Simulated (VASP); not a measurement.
Data:

```xyz
6
Lattice="4.3325 0.0000 0.0000 0.0000 4.3325 0.0000 0.0000 0.0000 4.3325" Properties=species:S:1:pos:R:3 pbc="T T T"
Cu     3.2494     1.0831     3.2494
Cu     1.0831     3.2494     3.2494
Cu     3.2494     3.2494     1.0831
Cu     1.0831     1.0831     1.0831
O      0.0000     0.0000     0.0000
O      2.1662     2.1662     2.1662
```

The numbers are results of MS2 meta-GGA, VASP's PBE PAW potentials (set 64) (plane waves; VASP), not measurements. Numerical set-up: 520 eV cut-off, 5×5×5 Γ-centred mesh, Gaussian smearing of 0.050 eV, potentials Cu O.

Q: Give the stress tensor in GPa (positive for a compressed cell).

A: 
```
-7.66   0.00   0.00
 0.00  -7.66   0.00
 0.00   0.00  -7.66
```
The pressure is its mean diagonal, -7.66 GPa.

The compound is Cu2O in the cuprite structure. This cell is one point of a volume scan, at 1.06 of the reference volume.
